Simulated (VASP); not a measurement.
Band gaps of BaLiF$_{3}$ (space group Pm-3m) from VASP (PAW), without and with spin-orbit coupling. Semilocal levels are at their own relaxed cell, hybrids and mBJ at PBE's; 0.00 means no gap at that level. Unless said otherwise, spin-orbit coupling is left out, though it shifts the bands of the heavy elements here.

The cell of the r2SCAN run:

```xyz
5
Lattice="3.9921 0.0000 0.0000 0.0000 3.9921 0.0000 0.0000 0.0000 3.9921" Properties=species:S:1:pos:R:3 pbc="T T T"
Ba     0.0000     0.0000     0.0000
Li     1.9961     1.9961     1.9961
F      0.0000     1.9961     1.9961
F      1.9961     0.0000     1.9961
F      1.9961     1.9961     0.0000
```

```csv
level,gap without SOC (eV),gap with SOC (eV),shift (eV)
r2SCAN,7.32,…,…
```

Q: Complete the blanks.

A: 
- r2SCAN, gap with SOC (eV): 7.27
- r2SCAN, shift (eV): -0.05

Only levels that ran to the end are used. Left out are those held back, those with too coarse a band path, GW runs whose mesh misses a band edge, hybrids' fits of cells that aren't cubic and levels without matching references; a question may draw on a part of the rest.

The structure comes from a computed database's BaLiF3 entry (Pm-3m); how it stands against other phases isn't given here. It was relaxed first. Symmetry was kept, so distortions that lower it aren't found.
